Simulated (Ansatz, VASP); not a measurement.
## InB2: VASP beside Ansatz

One calculation is typed for both programs; each brings its own data sets. How far apart do they land? The cell is generated by rule, not measured, and may not be a known phase. The cell is taken from a series of runs on this material, whose earlier steps may have relaxed, scaled, displaced or heated it; both programs get it as it stands.

Main program and level: Ansatz 0.2.0; plane waves, with VASP 6.6.1 beside it; relaxation of cell and atoms at PBEsol.

## Step 1: Set-up

It takes space group Fd-3m (No. 227, cubic). Conventional cell: a = 6.593 Å, b = 6.593 Å, c = 6.593 Å, α = 90.00°, β = 90.00°, γ = 90.00°. Nearest to In lie 12 B at 2.73 Å and 4 In at 2.86 Å. Nearest to B lie 6 B at 2.33 Å and 6 In at 2.73 Å. Farther neighbours are not listed.

## Step 2: Ansatz: relaxation of cell and atoms, PBEsol, pair 1

Ansatz runs on norm-conserving files, of PseudoDojo where its log says so.

The relaxed volume is the usual yardstick between codes: in a stiff, nearly cubic crystal its relative difference is about their pressure difference at one cell divided by the bulk modulus.

File input.yaml:

```yaml
crystal:
  lattice:
    - [0.0, 3.2967313515, 3.2967313515]
    - [3.2967313515, 0.0, 3.2967313515]
    - [3.2967313515, 3.2967313515, 0.0]
  atoms:
    - { symbol: In, position: [0.75, 0.75, 0.75] }
    - { symbol: In, position: [0.5, 0.5, 0.5] }
    - { symbol: B, position: [0.125, 0.625, 0.125] }
    - { symbol: B, position: [0.125, 0.125, 0.625] }
    - { symbol: B, position: [0.625, 0.125, 0.125] }
    - { symbol: B, position: [0.125, 0.125, 0.125] }
kpoints:
  mp_grid: { grid: [10, 10, 10] }
hamiltonian:
  xc: pbesol
  pseudopotentials: { kind: nc }
scf:
  occupations: { method: gaussian, width: 0.1 }
output:
  forces: true
  stress: true
  eigenvalues: true
  write_density: true
  write_potential: true
  elf: true
  volumetric_format: npy
relax:
  adjacent_minimum: "off"
  f_tol: 0.005
  max_steps: 80
  cell: { stress_tol: 0.05 }
```

Run with:

```sh
$ ansatz run input.yaml --threads 8 --pin off --max-ram 14336MiB --backend cpu --events-out ev --progress --plain --runs-dir out
```

Numbers of over 12 decimals in the logs are rounded to 6 here.

What it wrote:

```text
Engine: ansatz 0.2.0, x86_64-unknown-linux-gnu
Pseudopotentials: kind: nc
Pseudopotential: In, nc, valence charge 13, recommended cutoff 952.398519 eV (normal), In.nc.azcp (PseudoDojo's, or run here from an input of PseudoDojo's: the run reads no file of this project's for it)
Pseudopotential: B, nc, valence charge 3, recommended cutoff 1034.032677 eV (normal), B.nc.azcp (PseudoDojo's, or run here from an input of PseudoDojo's: the run reads no file of this project's for it)
Functional definition: PBEsol
  exchange = pbesol_x
  correlation = pbesol_c
Crystal: 6 atoms, lattice volume = 71.661 Å³
Basis set: ecut = 1034.032677 eV, 5329 PW (Γ), exchange–correlation on 100×100×100 points (8 copies of the dense FFT grid, shifted against one another)
Bands: 25, of which v1, the nominal top of the filled ones, is band 19 counted from 1 (18 counted from 0)
Symmetry: 48 space group operations
Space group: Fd-3m (ITA 227), of the structure as read, at distance tolerance 4.2e-5 Å
k-points: 47 of 1000
Non-local potential: In, projectors of the file, l = 0: 2, l = 1: 2, l = 2: 2
Non-local potential: B, projectors of the file, l = 0: 2, l = 1: 2
Initial density: superposition of atomic densities (chi_scale 0.1, normalization cell, long waves kept (reshape's long-wave potential 0.00 eV rms))
Initial wavefunctions: pseudopotential atomic-orbital guess
Functional: x = pbesol(κ = 0.804, μ = 0.123457), c = pbesol(β = 0.046)
SCF iter   1: F=—  HF=-3918.008319 eV  |F-HF|=—  |Δ(HF+E_count)|=         —  Δρ=2.89e-2  dr2=1.58e0  ethr=3.10e-3  ⟨swp⟩=6.0  Hψ=4998  notcnv=0
preconditioner: auto → Kerker (q_TF=auto, 2.455 Å⁻¹)  [metal: Δε(μ)=0.014 eV  Ē_g=12.239 eV  σ=0.100 eV  W_gap=0.08  n_scr=14 (ndim 8)  ℏωp=27.0 eV  f_vac=0.000  D(μ)=2.01/eV (n_scr^D=14)]
SCF iter   2: F=—  HF=-3917.672491 eV  |F-HF|=—  |Δ(HF+E_count)|=   3.36e-1  Δρ=1.78e-2  dr2=5.46e-1  ethr=3.10e-3  ⟨swp⟩=1.5  Hψ=1595  notcnv=0  defer=2
SCF iter   3: F=—  HF=-3917.503713 eV  |F-HF|=—  |Δ(HF+E_count)|=   1.69e-1  Δρ=3.07e-3  dr2=3.98e-3  ethr=1.44e-3  ⟨swp⟩=2.6  Hψ=1906  notcnv=0  defer=46
SCF iter   4: F=—  HF=-3917.503558 eV  |F-HF|=—  |Δ(HF+E_count)|=   1.55e-4  Δρ=3.00e-4  dr2=4.88e-5  ethr=1.05e-5  ⟨swp⟩=2.7  Hψ=2199  notcnv=0  defer=47
SCF iter   5: F=—  HF=-3917.503474 eV  |F-HF|=—  |Δ(HF+E_count)|=   8.41e-5  Δρ=8.11e-5  dr2=1.87e-6  ethr=1.28e-7  ⟨swp⟩=3.3  Hψ=2923  notcnv=0  defer=47
SCF iter   6: F=-3917.503474 eV  HF=-3917.503474 eV  |F-HF|=1.56e-8  |Δ(HF+E_count)|=   4.12e-7  Δρ=1.29e-5  dr2=7.71e-8  ethr=2.63e-10  ⟨swp⟩=21.2  Hψ=13390  notcnv=0
SCF 1 converged in 6 iterations: F = -3917.503474 eV  dr2 = 7.71e-8
  Residual-converged pass: ⟨swp⟩=1.1  Hψ=1367  notcnv=0  max |occ|·‖R‖ = 7.0e-9 eV (tolerance 1.0e-8 eV)  dr2=7.71e-8  max |Δocc| = 2.9e-10
relax step   1: F+E_penalty+E_count = -3917.50347355 eV  Δ(F+E_penalty+E_count) = +0.000e0 eV  max|allowed force component| = 1.388e-17 eV/Å  Δτ_max = 0.0000 Å  P = -0.111 GPa  Ω = 71.661 Å³  (6 SCF iters, dr2 threshold 1.00e-7 eV, accepted)
[...]
relax step   2: F+E_penalty+E_count = -3917.50351253 eV  Δ(F+E_penalty+E_count) = -3.898e-5 eV  max|allowed force component| = 1.156e-16 eV/Å  Δτ_max = 0.0000 Å  P = +0.050 GPa  Ω = 71.560 Å³  energy of the carried Pulay correction = +1.976e-5 eV  (4 SCF iters, dr2 threshold 3.06e-8 eV, accepted)
[...]
relax step   3: F+E_penalty+E_count = -3917.50348963 eV  Δ(F+E_penalty+E_count) = +2.290e-5 eV  max|allowed force component| = 1.565e-16 eV/Å  Δτ_max = 0.0000 Å  P = +0.049 GPa  Ω = 71.560 Å³  stress off target by 4.95e-2 GPa  SCF on the basis re-selected at this cell (its energy is not comparable with the rows above)  (3 SCF iters)
basis re-selected at this cell: Δ(F+E_penalty+E_count) = +2.290e-5 eV, ΔP = -0.000 GPa vs the last step (what re-selecting the basis moved, of the pressure what is left beyond the Pulay correction that the steps carried, after the strain that the cell walked since its last selection, with what the two solves' SCF thresholds leave and, on support functions, any second-order correction that the steps lacked; it is no m [...]
SCF converged after 3 iterations
Free energy (F): -3917.503490 eV
Harris-Foulkes:  -3917.503490 eV  (|F-HF|=2.50e-11)
Internal energy: -3917.492543 eV  (E = F + TS)
E sigma→0 (E₀):  -3917.498017 eV
Entropy (-TS):   -0.010946 eV (-1.824 meV/atom)
Fermi energy:    12.569301 eV
--- Per-component energies (eV) ---
  E_band       = 82.038662
  E_kinetic    = 2465.486618
  E_local      = -2349.282228  (includes V_loc(G=0)·N_el)
  E_nonlocal   = -785.974231
  E_hartree    = 764.545784
  E_xc         = -1205.658782
  E_vxc        = -777.283263  (∫ρ·V_xc dr)
  E_ewald      = -2806.609704
  E_smearing   = -0.010946  (= −TS)
  E_closure    = -0.000000  (closes the sum)
  Σ components = -3917.503490   (vs F -3917.503490, Δ=0.00e0)
--- Forces (eV/Å), atoms counted from 1 ---
  atom   1  In    -0.00000000    -0.00000000     0.00000000
  atom   2  In     0.00000000     0.00000000     0.00000000
  atom   3  B      0.00000000    -0.00000000     0.00000000
  atom   4  B      0.00000000    -0.00000000    -0.00000000
  atom   5  B      0.00000000    -0.00000000    -0.00000000
  atom   6  B      0.00000000     0.00000000     0.00000000
  max |Σ_I F_I| component: 3.24e-17 eV/Å
--- Stress (GPa, compression-positive) ---
        0.049484      -0.000000      -0.000000
       -0.000000       0.049484       0.000000
       -0.000000       0.000000       0.049484
  P = ⅓ Tr σ = 0.0495 GPa (0.495 kbar)
--- Band table (eV; the first three rows and the last of 47) ---
  k-point 0: bands = [... 15 lower, 9.2676, 9.2676, 9.2676, 9.5256, 11.5835, 11.5835, 13.4874, 13.4874, ... 2 higher]
  k-point 1: bands = [... 15 lower, 9.5863, 9.5863, 9.6313, 10.6357, 11.1158, 11.1158, 12.7374, 14.1612, ... 2 higher]
  k-point 2: bands = [... 15 lower, 9.7413, 9.7413, 10.1539, 10.8688, 10.8688, 11.7896, 12.5928, 15.4315, ... 2 higher]
  k-point 46: bands = [... 15 lower, 8.6141, 10.7489, 10.7489, 14.2583, 14.2583, 14.4187, 14.4187, 16.5865, ... 2 higher]
--- Relaxed structure (2 steps of the walk, 2 accepted, 1 SCFs on fresh bases) ---
  F+E_penalty+E_count = -3917.50348963 eV   max|allowed force component| = 1.565e-16 eV/Å   (the final SCF, on the basis selected at the relaxed cell)
  cell:  # Å, volume = 71.5604 Å³
    - [0, 3.295194, 3.295194]
    - [3.295194, 0, 3.295194]
    - [3.295194, 3.295194, 0]
  atoms:
    - { symbol: In, position: [0.750000, 0.750000, 0.750000] }
    - { symbol: In, position: [0.500000, 0.500000, 0.500000] }
    - { symbol: B, position: [0.125, 0.625000, 0.125] }
    - { symbol: B, position: [0.125000, 0.125000, 0.625000] }
    - { symbol: B, position: [0.625000, 0.125, 0.125] }
    - { symbol: B, position: [0.125000, 0.125000, 0.125000] }
```

Reading the cycles: dr2 is the Hartree energy of the density residual (eV), the measure of convergence; HF is the Harris–Foulkes estimate of the energy, which meets the free energy F at convergence.

## Step 3: VASP: relaxation of cell and atoms, PBEsol, pair 1

The same cell, functional, mesh and smearing now go to VASP, with its own data sets.

Lines of VASP's logs that name or quote its potential files are left out, and so is its time.

File INCAR:

```
SYSTEM = InB2
PREC = Accurate
ENCUT = 500
EDIFF = 1E-07
NELM = 120
ISMEAR = 0
SIGMA = 0.1
LREAL = .FALSE.
ALGO = Normal
GGA = PS
NBANDS = 25
LORBIT = 11
LWAVE = .FALSE.
LCHARG = .FALSE.
ISIF = 3
IBRION = 2
NSW = 80
EDIFFG = -0.005
LASPH = .TRUE.
GGA_COMPAT = .FALSE.
NELMIN = 4
KPAR = 2
```

File POSCAR:

```
InB2
1.0
    0.0000000000      3.2967310000      3.2967310000
    3.2967310000      0.0000000000      3.2967310000
    3.2967310000      3.2967310000      0.0000000000
In B
2 4
Direct
    0.7500000758      0.7500000758      0.7500000758
    0.5000000000      0.5000000000      0.5000000000
    0.1250000379      0.6250001896      0.1250000379
    0.1250000379      0.1250000379      0.6250001896
    0.6250001896      0.1250000379      0.1250000379
    0.1250000379      0.1250000379      0.1250000379
```

File KPOINTS:

```
Automatic mesh
0
Gamma
10 10 10
0 0 0
```

PAW data sets: In_d and B (PBE family, release 64).

Run with:

```sh
$ mpirun -np 2 vasp_std
```

What it wrote:

```text
[banner, memory and clock lines left out]
running    2 mpi-ranks, on    1 nodes
 distrk:  each k-point on    1 cores,    2 groups
 distr:  one band on    1 cores,    1 groups

 POSCAR found type information on POSCAR InB
 POSCAR found :  2 types and       6 ions
|                                                                             |
|               ----> ADVICE to this user running VASP <----                  |
|                                                                             |
|     You enforced a specific xc type in the INCAR file but a different       |
|     [... a line on the potential file left out ...]
|     I HOPE YOU KNOW WHAT YOU ARE DOING!                                     |
|                                                                             |

 LDA part: xc-table for (Slater+PW92), standard interpolation
 POSCAR, INCAR and KPOINTS ok, starting setup
 FFT: planning ... GRIDC
 FFT: planning ... GRID_SOFT
 FFT: planning ... GRID
 WAVECAR not read
 entering main loop
       N       E                     dE             d eps       ncg     rms          rms(c)
DAV:   1     0.287534560504E+03    0.28753E+03   -0.17862E+04  2350   0.192E+03
DAV:   2     0.230600471516E+00   -0.28730E+03   -0.28152E+03  2398   0.416E+02
DAV:   3    -0.238736250142E+02   -0.24104E+02   -0.23604E+02  2969   0.134E+02
DAV:   4    -0.246834175061E+02   -0.80979E+00   -0.80206E+00  2932   0.226E+01
DAV:   5    -0.247129684304E+02   -0.29551E-01   -0.29505E-01  3708   0.402E+00    0.799E+00
DAV:   6    -0.239632087041E+02    0.74976E+00   -0.21487E+00  3456   0.237E+01    0.456E+00
DAV:   7    -0.239206532403E+02    0.42555E-01   -0.35259E-01  3777   0.438E+00    0.143E+00
DAV:   8    -0.239091246783E+02    0.11529E-01   -0.35231E-02  3391   0.216E+00    0.319E-01
DAV:   9    -0.239076340169E+02    0.14907E-02   -0.69027E-03  3423   0.130E+00    0.136E-01
DAV:  10    -0.239074099731E+02    0.22404E-03   -0.10484E-03  3606   0.461E-01    0.691E-02
DAV:  11    -0.239074148261E+02   -0.48530E-05   -0.10004E-04  3785   0.835E-02    0.107E-02
DAV:  12    -0.239074144725E+02    0.35364E-06   -0.19108E-05  3587   0.286E-02    0.109E-02
DAV:  13    -0.239074138596E+02    0.61289E-06   -0.31104E-06  2918   0.129E-02    0.772E-03
DAV:  14    -0.239074138266E+02    0.32964E-07   -0.12447E-07  1761   0.470E-03
   1 F= -.23907414E+02 E0= -.23901992E+02  d E =-.239074E+02
 curvature:   0.00 expect dE= 0.000E+00 dE for cont linesearch  0.000E+00
 trial: gam= 0.00000 g(F)=  0.127E-40 g(S)=  0.838E-03 ort = 0.000E+00 (trialstep = 0.100E+01)
 search vector abs. value=  0.838E-03
 bond charge predicted
       N       E                     dE             d eps       ncg     rms          rms(c)
DAV:   1    -0.239136194486E+02   -0.62056E-02   -0.16335E-01  2851   0.723E+00    0.459E-01
DAV:   2    -0.239085398121E+02    0.50796E-02   -0.12607E-02  3025   0.242E+00    0.185E-01
DAV:   3    -0.239077382990E+02    0.80151E-03   -0.25110E-03  3152   0.101E+00    0.352E-02
DAV:   4    -0.239077162878E+02    0.22011E-04   -0.18904E-04  2760   0.113E-01    0.324E-02
DAV:   5    -0.239077163170E+02   -0.29197E-07   -0.11070E-05  3428   0.436E-02    0.109E-02
DAV:   6    -0.239077175443E+02   -0.12274E-05   -0.55789E-06  2773   0.194E-02    0.421E-03
DAV:   7    -0.239077174204E+02    0.12393E-06   -0.20346E-07  2312   0.407E-03    0.258E-03
DAV:   8    -0.239077175009E+02   -0.80483E-07   -0.13631E-07  1563   0.534E-03
   2 F= -.23907718E+02 E0= -.23902374E+02  d E =-.303674E-03
 trial-energy change:   -0.000304  1 .order   -0.000303   -0.000838    0.000233
 step:   0.7827(harm=  0.7827)  dis= 0.00000  next Energy=   -23.907742 (dE=-0.328E-03)
 bond charge predicted
       N       E                     dE             d eps       ncg     rms          rms(c)
DAV:   1    -0.239080188801E+02   -0.30146E-03   -0.77361E-03  2851   0.158E+00    0.991E-02
DAV:   2    -0.239077833060E+02    0.23557E-03   -0.59216E-04  3019   0.520E-01    0.404E-02
DAV:   3    -0.239077437718E+02    0.39534E-04   -0.11968E-04  3152   0.220E-01    0.756E-03
DAV:   4    -0.239077409975E+02    0.27743E-05   -0.89116E-06  2754   0.248E-02    0.698E-03
DAV:   5    -0.239077402347E+02    0.76278E-06   -0.51297E-07  2823   0.964E-03    0.240E-03
DAV:   6    -0.239077396550E+02    0.57972E-06   -0.27126E-07  1921   0.535E-03    0.908E-04
DAV:   7    -0.239077396724E+02   -0.17344E-07   -0.21953E-08  1268   0.178E-03
   3 F= -.23907740E+02 E0= -.23902381E+02  d E =-.325846E-03
 curvature:  -0.39 expect dE=-0.298E-07 dE for cont linesearch -0.298E-07
 trial: gam=-0.00944 g(F)=  0.158E-40 g(S)=  0.761E-07 ort = 0.798E-05 (trialstep = 0.957E+00)
 search vector abs. value=  0.107E-09
 reached required accuracy - stopping structural energy minimisation
```

Parts of OUTCAR (step 3):

```text
ion  position               nearest neighbor table
   1  0.750  0.750  0.750-   3 2.73   5 2.73   4 2.73   5 2.73   3 2.73   4 2.73   6 2.73   6 2.73
                             6 2.73   3 2.73   4 2.73   5 2.73   2 2.86   2 2.86   2 2.86   2 2.86
   2  0.500  0.500  0.500-   4 2.73   3 2.73   5 2.73   6 2.73   6 2.73   6 2.73   3 2.73   5 2.73
                             3 2.73   4 2.73   5 2.73   4 2.73   1 2.86   1 2.86   1 2.86   1 2.86
   3  0.125  0.625  0.125-   2 2.73   1 2.73   1 2.73   1 2.73   2 2.73   2 2.73
   4  0.125  0.125  0.625-   2 2.73   1 2.73   1 2.73   1 2.73   2 2.73   2 2.73
   5  0.625  0.125  0.125-   2 2.73   1 2.73   1 2.73   1 2.73   2 2.73   2 2.73
   6  0.125  0.125  0.125-   1 2.73   1 2.73   1 2.73   2 2.73   2 2.73   2 2.73

  LATTYP: Found a face centered cubic cell.
 ALAT       =     6.5934620000

 Subroutine GETGRP returns: Found 48 space group operations
 (whereof 24 operations were pure point group operations)

The static configuration has the point symmetry T_d .
 The point group associated with its full space group is O_h .

 Found     47 irreducible k-points:

   k-points           NKPTS =     47   k-points in BZ     NKDIM =     47   number of bands    NBANDS=     25

   dimension x,y,z NGX =    36 NGY =   36 NGZ =   36
   dimension x,y,z NGXF=    72 NGYF=   72 NGZF=   72

   ENCUT  =  500.0 eV  36.75 Ry    6.06 a.u.   8.50  8.50  8.50*2*pi/ulx,y,z

   NELECT =      38.0000    total number of electrons

 k-points in reciprocal lattice and weights: Automatic mesh
   0.00000000  0.00000000  0.00000000       0.001
   0.10000000  0.00000000  0.00000000       0.008
   0.20000000  0.00000000  0.00000000       0.008
   0.30000000  0.00000000  0.00000000       0.008
   0.40000000  0.00000000  0.00000000       0.008
   0.50000000  0.00000000  0.00000000       0.004
   0.10000000  0.10000000  0.00000000       0.006
   0.20000000  0.10000000  0.00000000       0.024
   0.30000000  0.10000000  0.00000000       0.024
[...]
-0.30000000  0.40000000  0.20000000       0.024
  -0.30000000  0.50000000  0.20000000       0.012

 average (electrostatic) potential at core
       1 -92.2670       2 -92.2670       3 -25.0549       4 -25.0549       5 -25.0549
       6 -25.0549

 E-fermi :   9.1130

 k-point     1 :       0.0000    0.0000    0.0000
  band No.  band energies     occupation
    ...
     17       5.8085      2.00000
     18       5.8085      2.00000
     19       6.0657      2.00000
     20       8.1305      2.00000
     21       8.1305      2.00000
     22      10.0200      0.00000
     23      10.0200      0.00000
     24      10.0200      0.00000
     25      11.1036      0.00000

 k-point     2 :       0.1000    0.0000    0.0000
  band No.  band energies     occupation
    ...
     17       6.1267      2.00000
     18       6.1716      2.00000
     19       7.1744      2.00000
     20       7.6602      2.00000
     21       7.6602      2.00000
     22       9.2849      0.01508
     23      10.6958      0.00000
     24      10.6958      0.00000
     25      12.2210      0.00000

 k-point     3 :       0.2000    0.0000    0.0000
  band No.  band energies     occupation
    ...
     18       6.6952      2.00000
     19       7.4098      2.00000
     20       7.4098      2.00000
     21       8.3327      2.00000
     22       9.1395      0.70800
     23      11.9662      0.00000
     24      11.9662      0.00000
     25      14.0001      0.00000

  Total       -0.0017761     -0.0017761     -0.0017761      0.0000000     -0.0000000      0.0000000
  in kB       -0.0398495     -0.0398495     -0.0398495      0.0000000     -0.0000000      0.0000000
  external PRESSURE =      -0.0398495 kB  Pullay stress =       0.0000000 kB

  energy-cutoff  :      500.00
  volume of cell :       71.41
      direct lattice vectors                 reciprocal lattice vectors
     0.000000000  3.292864798  3.292864798    -0.151843465  0.151843465  0.151843465
     3.292864798 -0.000000000  3.292864798     0.151843465 -0.151843465  0.151843465
     3.292864798  3.292864798 -0.000000000     0.151843465  0.151843465 -0.151843465

 POSITION                                       TOTAL-FORCE (eV/Angst)
 -----------------------------------------------------------------------------------
      4.93930      4.93930      4.93930        -0.000000      0.000000     -0.000000
      3.29286      3.29286      3.29286        -0.000000      0.000000      0.000000
      2.46965      0.82322      2.46965         0.000000      0.000000      0.000000
      2.46965      2.46965      0.82322         0.000000      0.000000     -0.000000
      0.82322      2.46965      2.46965        -0.000000      0.000000     -0.000000
      0.82322      0.82322      0.82322         0.000000     -0.000000     -0.000000
 -----------------------------------------------------------------------------------
    total drift:                                0.000010      0.000010      0.000041

  FREE ENERGIE OF THE ION-ELECTRON SYSTEM (eV)
  ---------------------------------------------------
  free  energy   TOTEN  =       -23.9077396724 eV

  energy  without entropy=      -23.8970213625  energy(sigma->0) =      -23.90238052

 reached required accuracy - stopping structural energy minimisation

 total charge
# of ion       s       p       d       tot
------------------------------------------
    1        0.882   0.685   9.975  11.542
    2        0.882   0.685   9.975  11.542
    3        0.736   0.764   0.000   1.500
    4        0.736   0.764   0.000   1.500
    5        0.736   0.764   0.000   1.500
    6        0.736   0.764   0.000   1.500
--------------------------------------------------
tot          4.709   4.427  19.949  29.085

[... 3 further parts left out ...]
```

CONTCAR:

```
InB2
   1.00000000000000
     0.0000000000000000    3.2928647980612160    3.2928647980612160
     3.2928647980612160   -0.0000000000000000    3.2928647980612160
     3.2928647980612160    3.2928647980612160   -0.0000000000000000
  In              B
     2     4
Direct
     0.7500000758000027    0.7500000758000027    0.7500000758000027
     0.5000000000000000    0.5000000000000000    0.5000000000000000
     0.1250000379000014    0.6250001896000015    0.1250000379000014
     0.1250000379000014    0.1250000379000014    0.6250001896000015
     0.6250001896000015    0.1250000379000014    0.1250000379000014
     0.1250000379000014    0.1250000379000014    0.1250000379000014
```

The run keeps the 48 symmetry operations of its start, so it cannot find a distortion of lower symmetry.

## Step 4: Comparison

Known differences besides the potentials themselves: the cutoff is 1034.03 eV in Ansatz and 500 eV in VASP; Ansatz adds a Pulay correction to the stress that steers its cell, VASP none. Total energies have different zeros and are not compared.

The two programs side by side:

| quantity | Ansatz | VASP | difference |
| --- | --- | --- | --- |
| volume (Å³) | 71.56 | 71.41 | +0.21 % |
| edge a after relaxation, in the typed setting (Å) | 4.660 | 4.657 | +0.07 % |

(Part 1 of 2 ends here.)

[Lines on the potential files, build, host, timing and source positions are cut from VASP's logs without a mark.]

[Logs are printed without paths, hosts, clocks, repeated set-up lines and the standing remarks that a program may print on its own settings, such as how far it seeks lower states.]

[Hosts, paths, dates, database ids (printed as entryN), source tags and the programs' standing remarks are cut or masked in the printed files.]
